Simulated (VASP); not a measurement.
Output of a VASP run:

OUTCAR:
```
 ion  position               nearest neighbor table
   1  0.000  0.000  0.000-   4 2.12   4 2.12   3 2.12   3 2.12   4 2.12   3 2.12   2 3.00   2 3.00
                             2 3.00   2 3.00   2 3.00   2 3.00
   2  0.500  0.500  0.500-   3 2.12   3 2.12   4 2.12   4 2.12   3 2.12   4 2.12   1 3.00   1 3.00
                             1 3.00   1 3.00   1 3.00   1 3.00
   3  0.250  0.250  0.250-   1 2.12   1 2.12   2 2.12   2 2.12   1 2.12   2 2.12
   4  0.750  0.750  0.750-   2 2.12   2 2.12   1 2.12   1 2.12   2 2.12   1 2.12
  LATTYP: Found a trigonal (rhomboedric) cell.
 ALAT       =     5.1891242743
 COS(alpha) =     0.8329378122
 Subroutine PRICEL returns following result:
  LATTYP: Found a trigonal (rhomboedric) cell.
 ALAT       =     2.9968308836
 COS(alpha) =     0.4991106052
 Subroutine GETGRP returns: Found 12 space group operations
The static configuration has the point symmetry D_3d.
The dynamic configuration has the point symmetry D_3d.
The overall configuration has the point symmetry D_3d.
 Subroutine INISYM returns: Found 12 space group operations
 Subroutine IBZKPT returns following result:
 Found    116 irreducible k-points:

 Following reciprocal coordinates:
            Coordinates               Weight
  0.000000  0.000000  0.000000      1.000000
  0.100000 -0.000000 -0.000000      6.000000
  0.200000 -0.000000 -0.000000      6.000000
  0.300000 -0.000000  0.000000      6.000000
  0.400000 -0.000000 -0.000000      6.000000
  0.500000 -0.000000 -0.000000      3.000000
  0.100000  0.100000  0.000000      6.000000
  0.200000  0.100000 -0.000000     12.000000
  0.300000  0.100000 -0.000000     12.000000
  0.400000  0.100000 -0.000000     12.000000
  0.500000  0.100000 -0.000000     12.000000
 -0.400000  0.100000  0.000000     12.000000
 -0.300000  0.100000 -0.000000     12.000000
 -0.200000  0.100000 -0.000000     12.000000
 -0.100000  0.100000  0.000000      6.000000
  0.200000  0.200000  0.000000      6.000000
  0.300000  0.200000 -0.000000     12.000000
  0.400000  0.200000 -0.000000     12.000000
  0.500000  0.200000 -0.000000     12.000000
 -0.400000  0.200000  0.000000     12.000000
 -0.300000  0.200000 -0.000000     12.000000
 -0.200000  0.200000  0.000000      6.000000
  0.300000  0.300000 -0.000000      6.000000
  0.400000  0.300000  0.000000     12.000000
  0.500000  0.300000  0.000000     12.000000
 -0.400000  0.300000  0.000000     12.000000
 -0.300000  0.300000  0.000000      6.000000
  0.400000  0.400000  0.000000      6.000000
  0.500000  0.400000 -0.000000     12.000000
 -0.400000  0.400000  0.000000      6.000000
  0.500000  0.500000 -0.000000      3.000000
  0.100000  0.100000  0.100000      2.000000
  0.200000  0.100000  0.100000      6.000000
  0.300000  0.100000  0.100000      6.000000
  0.400000  0.100000  0.100000      6.000000
  0.500000  0.100000  0.100000      6.000000
 -0.400000  0.100000  0.100000      6.000000
 -0.300000  0.100000  0.100000      6.000000
 -0.200000  0.100000  0.100000      6.000000
 -0.100000  0.100000  0.100000      6.000000
   k-points           NKPTS =    116   k-points in BZ     NKDIM =    116   number of bands    NBANDS=     20
   number of dos      NEDOS =    601   number of ions     NIONS =      4
   total plane-waves  NPLWV =  64000
   dimension x,y,z NGX =    40 NGY =   40 NGZ =   40
   dimension x,y,z NGXF=    80 NGYF=   80 NGZF=   80
   ions per type =               2   2
   PREC   = accura    normal or accurate (medium, high low for compatibility)
   ISTART =      0    job   : 0-new  1-cont  2-samecut
   ICHARG =      2    charge: 1-file 2-atom 10-const
   ISPIN  =      2    spin polarized calculation?
   LNONCOLLINEAR =      F non collinear calculations
   LSORBIT =      F    spin-orbit coupling
   INIWAV =      1    electr: 0-lowe 1-rand  2-diag
   ENCUT  =  520.0 eV  38.22 Ry    6.18 a.u.   9.65  9.65  9.65*2*pi/ulx,y,z
   NELM   =    100;   NELMIN=  2; NELMDL= -5     # of ELM steps
   EDIFF  = 0.1E-06   stopping-criterion for ELM
...
```

OSZICAR:
```
       N       E                     dE             d eps       ncg     rms          rms(c)
DAV:   1     0.261235463322E+03    0.26124E+03   -0.15940E+04  9408   0.209E+03
DAV:   2     0.585845646842E+01   -0.25538E+03   -0.23875E+03  9608   0.408E+02
DAV:   3    -0.247955122823E+02   -0.30654E+02   -0.29110E+02 10736   0.158E+02
DAV:   4    -0.258278287310E+02   -0.10323E+01   -0.10249E+01 10348   0.310E+01
DAV:   5    -0.258570426986E+02   -0.29214E-01   -0.29228E-01 11072   0.491E+00    0.199E+01
DAV:   6    -0.232230884166E+02    0.26340E+01   -0.47414E+01 14040   0.111E+02    0.224E+01
DAV:   7    -0.215559478306E+02    0.16671E+01   -0.76227E+00 11940   0.867E+01    0.908E+00
DAV:   8    -0.218021093946E+02   -0.24616E+00   -0.23528E+00 10432   0.136E+01    0.603E+00
DAV:   9    -0.217255073635E+02    0.76602E-01   -0.25719E-01 15148   0.135E+01    0.193E+00
DAV:  10    -0.217469540295E+02   -0.21447E-01   -0.91113E-02 12812   0.505E+00    0.936E-01
DAV:  11    -0.217454808602E+02    0.14732E-02   -0.25517E-02 15068   0.415E+00    0.146E-01
DAV:  12    -0.217460588962E+02   -0.57804E-03   -0.54914E-03  9512   0.662E-01    0.117E-01
DAV:  13    -0.217459572306E+02    0.10167E-03   -0.35825E-04 12936   0.185E-01    0.605E-02
DAV:  14    -0.217459777261E+02   -0.20496E-04   -0.26850E-04 11392   0.270E-01    0.445E-02
DAV:  15    -0.217459730721E+02    0.46540E-05   -0.41240E-05 11948   0.104E-01    0.159E-02
DAV:  16    -0.217459731473E+02   -0.75192E-07   -0.87232E-06 12320   0.440E-02    0.479E-03
DAV:  17    -0.217459730157E+02    0.13163E-06   -0.63555E-07  9592   0.141E-02    0.981E-04
DAV:  18    -0.217459730525E+02   -0.36792E-07   -0.15554E-07  5072   0.467E-03
   1 F= -.21745973E+02 E0= -.21745973E+02  d E =0.000000E+00  mag=     0.0000
```

File OUTCAR:
```
------------------------ aborting loop because EDIFF is reached ----------------------------------------
  FORCE on cell =-STRESS in cart. coord.  units (eV):
  Direction    XX          YY          ZZ          XY          YZ          ZX
  --------------------------------------------------------------------------------------
  Total        0.0122011      0.0122011      0.0122011     -0.0340940     -0.0340940     -0.0340940
  in kB        0.5128968      0.5128968      0.5128968     -1.4332041     -1.4332041     -1.4332041
  external PRESSURE =       0.5128968 kB  Pullay stress =       0.0000000 kB
  volume of cell :       38.11
      direct lattice vectors                 reciprocal lattice vectors
     4.238158042  2.117194741  2.117194741     0.353665336 -0.117818541 -0.117818541
     2.117194741  4.238158042  2.117194741    -0.117818541  0.353665336 -0.117818541
     2.117194741  2.117194741  4.238158042    -0.117818541 -0.117818541  0.353665336
 POSITION                                       TOTAL-FORCE (eV/Angst)
 -----------------------------------------------------------------------------------
      0.00000      0.00000      0.00000         0.000000     -0.000000      0.000000
      4.23627      4.23627      4.23627         0.000000     -0.000000     -0.000000
      2.11814      2.11814      2.11814        -0.000000     -0.000000      0.000000
      6.35441      6.35441      6.35441        -0.000000      0.000000      0.000000
 -----------------------------------------------------------------------------------
    total drift:                                0.000000     -0.000000     -0.000000
  FREE ENERGIE OF THE ION-ELECTRON SYSTEM (eV)
  ---------------------------------------------------
  free  energy   TOTEN  =       -21.7459730525 eV

  energy  without entropy=      -21.7459730525  energy(sigma->0) =      -21.74597305

 total charge

# of ion       s       p       d       tot
------------------------------------------
    1        0.312   0.366   8.224   8.901
    2        0.312   0.366   8.224   8.901
    3        1.567   3.400   0.000   4.967
    4        1.567   3.400   0.000   4.967
--------------------------------------------------
tot          3.758   7.531  16.447  27.737

 magnetization (x)

# of ion       s       p       d       tot
------------------------------------------
    1       -0.009  -0.013   1.414   1.392
    2        0.009   0.013  -1.414  -1.392
    3        0.000   0.000   0.000   0.000
    4        0.000   0.000   0.000   0.000
--------------------------------------------------
tot          0.000   0.000  -0.000  -0.000

 Electric field gradients after diagonalization (V/A^2)
 (convention: |V_zz| > |V_xx| > |V_yy|)
----------------------------------------------------------------------
 ion       V_xx      V_yy      V_zz     asymmetry (V_yy - V_xx)/ V_zz
----------------------------------------------------------------------
   1      -0.642    -0.642     1.284       0.000
   2      -0.642    -0.642     1.284       0.000
   3       1.225     1.225    -2.450       0.000
   4       1.225     1.225    -2.450       0.000
```
(Selected blocks of OUTCAR.)

File POSCAR:
```
NiO
1
    4.2381580420     2.1171947413     2.1171947413
    2.1171947413     4.2381580420     2.1171947413
    2.1171947413     2.1171947413     4.2381580420
Ni O
2 2
Direct
  0.0000000000   0.0000000000   0.0000000000
  0.5000000000   0.5000000000   0.5000000000
  0.2500000000   0.2500000000   0.2500000000
  0.7500000000   0.7500000000   0.7500000000
```

Q: Reconstruct the remaining input files.

A: Several could match; the one computed here: the input of the run itself, RPBE GGA, plane waves, VASP's PBE PAW potentials (set 64).

INCAR:
```
SYSTEM = NiO
PREC = Accurate
ENCUT = 520
EDIFF = 1E-7
NELM = 100
ALGO = Normal
LREAL = .FALSE.
LASPH = .TRUE.
ISMEAR = -5
GGA = RP
LMAXMIX = 4
ISPIN = 2
MAGMOM = 1.4 -1.4 0.0 0.0
LORBIT = 11
LWAVE = .FALSE.
LCHARG = .TRUE.
NEDOS = 601
ISIF = 2
LEFG = .TRUE.
```

**KPOINTS**
```
kpoints
0
gamma
  10 10 10
```

POTCAR, in this order: Ni O (PBE.64 set). Program: vasp_std.

The compound is NiO in the rock salt, AFM-II order structure. It was relaxed first.
